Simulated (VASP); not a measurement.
Input:

```
BaTiO3
1.0
    4.00842     0.00000     0.00000
    0.00000     4.00842     0.00000
    0.00000     0.00000     4.00842
Ba Ti O
1 1 3
Cartesian
  2.00421   2.00421   2.00421
  0.00000   0.00000   0.00000
  2.00421   0.00000   0.00000
  0.00000   2.00421   0.00000
  0.00000   0.00000   2.00421
```

All values below come from r2SCAN meta-GGA, VASP's PBE PAW potentials (set 64) (plane waves; VASP). Settings: 520 eV cut-off, 5×5×5 Γ-centred mesh, Gaussian smearing of 0.050 eV, potentials Ba_sv Ti_sv O.

What does the run give for the energy per atom (σ→0)?

```yaml
energy per atom (σ→0): -14.847 eV/atom
```

Total energies compare only between runs with the same potentials, cut-off and functional.

The structure comes from a computed database's BaTiO3 entry (Pm-3m); how it stands against other phases isn't given here. It was relaxed first. The start is the result of an earlier pass.
